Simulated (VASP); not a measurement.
Method: rev-vdW-DF2, VASP's PBE PAW potentials (set 64) (plane waves; VASP 6.6.1).

VASP ran on this input.

### KPOINTS
```
Automatic mesh
0
Gamma
12 12 8
0 0 0
```

File POSCAR:
```
TiAl
1
    2.8300000000     0.0000000000     0.0000000000
    0.0000000000     2.8300000000     0.0000000000
    0.0000000000     0.0000000000     4.0700000000
Ti Al
1 1
Direct
  0.0000000000   0.0000000000   0.0000000000
  0.5000000000   0.5000000000   0.5000000000
```

### INCAR
```
SYSTEM = TiAl
PREC = Accurate
ENCUT = 520
EDIFF = 1E-6
NELM = 100
ALGO = Normal
LREAL = .FALSE.
LASPH = .TRUE.
ISMEAR = 1
SIGMA = 0.1
GGA = MK
PARAM1 = 0.1234568
PARAM2 = 0.7114
ZAB_VDW = -1.8867
LUSE_VDW = .TRUE.
AGGAC = 0.0
LMAXMIX = 4
LWAVE = .FALSE.
LCHARG = .FALSE.
IBRION = 2
ISIF = 3
NSW = 60
EDIFFG = -0.01
```

POTCAR, in this order: Ti_sv Al (PBE.64 set). Program: vasp_std.

Output of the run:

### OUTCAR
```
 ion  position               nearest neighbor table
   1  0.000  0.000  0.000-   2 2.85   2 2.85   2 2.85   2 2.85   2 2.85   2 2.85   2 2.85   2 2.85
  LATTYP: Found a simple tetragonal cell.
 ALAT       =     2.8300000000
 C/A-ratio  =     1.4381625442
 Subroutine PRICEL returns:
 Original cell was already a primitive cell.
 Subroutine GETGRP returns: Found 16 space group operations
The static configuration has the point symmetry D_4h.
The dynamic configuration has the point symmetry D_4h.
 Subroutine INISYM returns: Found 16 space group operations
 Subroutine IBZKPT returns following result:
 Found    140 irreducible k-points:

 Following reciprocal coordinates:
            Coordinates               Weight
  0.000000  0.000000  0.000000      1.000000
  0.083333  0.000000  0.000000      4.000000
  0.166667  0.000000  0.000000      4.000000
  0.250000  0.000000  0.000000      4.000000
  0.333333  0.000000  0.000000      4.000000
  0.416667  0.000000  0.000000      4.000000
  0.500000  0.000000  0.000000      2.000000
  0.083333  0.083333  0.000000      4.000000
  0.166667  0.083333  0.000000      8.000000
  0.250000  0.083333  0.000000      8.000000
  0.333333  0.083333  0.000000      8.000000
  0.416667  0.083333  0.000000      8.000000
  0.500000  0.083333  0.000000      4.000000
  0.166667  0.166667  0.000000      4.000000
  0.250000  0.166667  0.000000      8.000000
  0.333333  0.166667  0.000000      8.000000
  0.416667  0.166667  0.000000      8.000000
  0.500000  0.166667  0.000000      4.000000
  0.250000  0.250000  0.000000      4.000000
  0.333333  0.250000  0.000000      8.000000
  0.416667  0.250000  0.000000      8.000000
  0.500000  0.250000  0.000000      4.000000
  0.333333  0.333333  0.000000      4.000000
  0.416667  0.333333  0.000000      8.000000
...
```

### OSZICAR
```
       N       E                     dE             d eps       ncg     rms          rms(c)
DAV:   1     0.935154174049E+02    0.93515E+02   -0.74496E+03  3080   0.137E+03
DAV:   2    -0.458628390939E+01   -0.98102E+02   -0.95579E+02  3113   0.334E+02
DAV:   3    -0.100943939891E+02   -0.55081E+01   -0.52960E+01  4937   0.780E+01
DAV:   4    -0.102756882104E+02   -0.18129E+00   -0.17966E+00  3862   0.119E+01
DAV:   5    -0.102836889117E+02   -0.80007E-02   -0.79926E-02  4440   0.231E+00    0.957E+00
DAV:   6    -0.890466554668E+01    0.13790E+01   -0.12260E+01  3921   0.379E+01    0.330E+00
DAV:   7    -0.876324375627E+01    0.14142E+00   -0.12191E+00  3594   0.118E+01    0.186E+00
DAV:   8    -0.875324574071E+01    0.99980E-02   -0.14777E-01  3542   0.430E+00    0.493E-01
DAV:   9    -0.875147444565E+01    0.17713E-02   -0.27304E-02  3704   0.220E+00    0.209E-01
DAV:  10    -0.875157100992E+01   -0.96564E-04   -0.16356E-03  3830   0.463E-01    0.414E-02
DAV:  11    -0.875156352613E+01    0.74838E-05   -0.36759E-04  4326   0.203E-01    0.398E-02
DAV:  12    -0.875156379572E+01   -0.26958E-06   -0.19303E-05  3573   0.481E-02    0.119E-02
DAV:  13    -0.875156323735E+01    0.55837E-06   -0.13633E-06  2553   0.116E-02
   1 F= -.87515632E+01 E0= -.87517919E+01  d E =-.875156E+01
       N       E                     dE             d eps       ncg     rms          rms(c)
DAV:   1    -0.895741435330E+01   -0.20585E+00   -0.41098E+00  3470   0.311E+01    0.392E+00
DAV:   2    -0.877205476451E+01    0.18536E+00   -0.14699E+00  3678   0.152E+01    0.940E-01
DAV:   3    -0.874884599262E+01    0.23209E-01   -0.14574E-01  3568   0.384E+00    0.342E-01
DAV:   4    -0.874998870737E+01   -0.11427E-02   -0.27824E-02  3587   0.140E+00    0.219E-01
DAV:   5    -0.875217474233E+01   -0.21860E-02   -0.29459E-03  4293   0.435E-01    0.119E-01
DAV:   6    -0.875360811616E+01   -0.14334E-02   -0.34042E-03  4822   0.304E-01    0.636E-02
DAV:   7    -0.875370844515E+01   -0.10033E-03   -0.17281E-04  3631   0.121E-01    0.558E-03
DAV:   8    -0.875371084335E+01   -0.23982E-05   -0.19878E-05  4244   0.335E-02    0.119E-02
DAV:   9    -0.875371702452E+01   -0.61812E-05   -0.12549E-05  3378   0.336E-02    0.423E-03
DAV:  10    -0.875371703608E+01   -0.11562E-07   -0.16274E-06  2811   0.108E-02
   2 F= -.87537170E+01 E0= -.87539477E+01  d E =-.215380E-02
       N       E                     dE             d eps       ncg     rms          rms(c)
DAV:   1    -0.878905046521E+01   -0.35333E-01   -0.65657E-01  3515   0.126E+01    0.164E+00
DAV:   2    -0.876016414886E+01    0.28886E-01   -0.28944E-01  3740   0.655E+00    0.424E-01
DAV:   3    -0.875450678544E+01    0.56574E-02   -0.31982E-02  3624   0.181E+00    0.117E-01
DAV:   4    -0.875478488347E+01   -0.27810E-03   -0.39682E-03  3612   0.471E-01    0.775E-02
DAV:   5    -0.875528765747E+01   -0.50277E-03   -0.86470E-04  4404   0.213E-01    0.552E-02
DAV:   6    -0.875539638443E+01   -0.10873E-03   -0.31656E-04  4546   0.127E-01    0.173E-02
DAV:   7    -0.875540866346E+01   -0.12279E-04   -0.31448E-05  4190   0.457E-02    0.176E-03
DAV:   8    -0.875540902856E+01   -0.36510E-06   -0.29906E-06  3080   0.164E-02
   3 F= -.87554090E+01 E0= -.87556413E+01  d E =-.384579E-02
```

File OUTCAR:
```
------------------------ aborting loop because EDIFF is reached ----------------------------------------
  FORCE on cell =-STRESS in cart. coord.  units (eV):
  Direction    XX          YY          ZZ          XY          YZ          ZX
  --------------------------------------------------------------------------------------
  Total        0.0011491      0.0011491      0.0196214      0.0000000      0.0000000      0.0000000
  in kB        0.0575245      0.0575245      0.9822353      0.0000000      0.0000000      0.0000000
  external PRESSURE =       0.3657614 kB  Pullay stress =       0.0000000 kB
  volume of cell :       32.01
      direct lattice vectors                 reciprocal lattice vectors
     2.812369022  0.000000000  0.000000000     0.355572114  0.000000000  0.000000000
     0.000000000  2.812369022  0.000000000     0.000000000  0.355572114  0.000000000
     0.000000000 -0.000000000  4.046510331     0.000000000  0.000000000  0.247126516
 POSITION                                       TOTAL-FORCE (eV/Angst)
 -----------------------------------------------------------------------------------
      0.00000      0.00000      0.00000         0.000000      0.000000      0.000000
      1.40618      1.40618      2.02326         0.000000     -0.000000      0.000000
 -----------------------------------------------------------------------------------
    total drift:                               -0.000000      0.000000      0.000000
  FREE ENERGIE OF THE ION-ELECTRON SYSTEM (eV)
  ---------------------------------------------------
  free  energy   TOTEN  =        -8.7554090286 eV

  energy  without entropy=       -8.7561059180  energy(sigma->0) =       -8.75564133

 reached required accuracy - stopping structural energy minimisation
```
(Selected blocks of OUTCAR.)

CONTCAR:
```
TiAl
   1.00000000000000
     2.8123690223892428    0.0000000000000000    0.0000000000000000
     0.0000000000000000    2.8123690223892428    0.0000000000000000
     0.0000000000000000   -0.0000000000000000    4.0465103309971537
  Ti              Al
     1     1
Direct
     0.0000000000000000    0.0000000000000000    0.0000000000000000
     0.5000000000000000    0.5000000000000000    0.5000000000000000
```

**OUTCAR**
```
 val. band max:        8.3460791806   @ k =   0.0000   0.0000   0.1250

 cond. band min:       8.3534574618   @ k =   0.2500   0.2500   0.2500


 Fermi energy:         8.3506510581

 k-point     1 :       0.0000    0.0000    0.0000
  band No.  band energies     occupation
      1     -48.0341      2.00000
      2     -24.5576      2.00000
      3     -24.0961      2.00000
      4     -24.0961      2.00000
      5      -0.6697      2.00000
      6       6.5189      2.00000
      7       7.4960      2.00000
      8       8.0793      2.00085
      9      10.5301      0.00000
     10      10.5301      0.00000
     11      11.7023      0.00000

 k-point     2 :       0.0833    0.0000    0.0000
  band No.  band energies     occupation
      1     -48.0300      2.00000
      2     -24.5536      2.00000
      3     -24.1303      2.00000
      4     -24.0932      2.00000
      5      -0.5321      2.00000
      6       6.6303      2.00000
      7       7.5491      2.00000
      8       7.9481      2.00000
      9      10.5532      0.00000
     10      10.6925      0.00000
     11      11.5673      0.00000

 k-point     3 :       0.1667    0.0000    0.0000
  band No.  band energies     occupation
      1     -48.0187      2.00000
      2     -24.5426      2.00000
      3     -24.2230      2.00000
      4     -24.0852      2.00000
      5      -0.1242      2.00000
      6       6.9230      2.00000
      7       7.6341      2.00000
      8       7.6421      2.00000
      9      10.6170      0.00000
     10      11.1188      0.00000
     11      11.2291      0.00000

 k-point     4 :       0.2500    0.0000    0.0000
  band No.  band energies     occupation
      1     -48.0033      2.00000
      2     -24.5275      2.00000
      3     -24.3479      2.00000
      4     -24.0743      2.00000
      5       0.5400      2.00000
      6       7.2340      2.00000
      7       7.2686      2.00000
      8       7.5395      2.00000
      9      10.7059      0.00000
...
```

The compound is TiAl in the L1_0 structure. This run relaxes it. Symmetry was kept, so distortions that lower it aren't found. The electron count is odd and the run is not spin-polarised, which forces a metal.
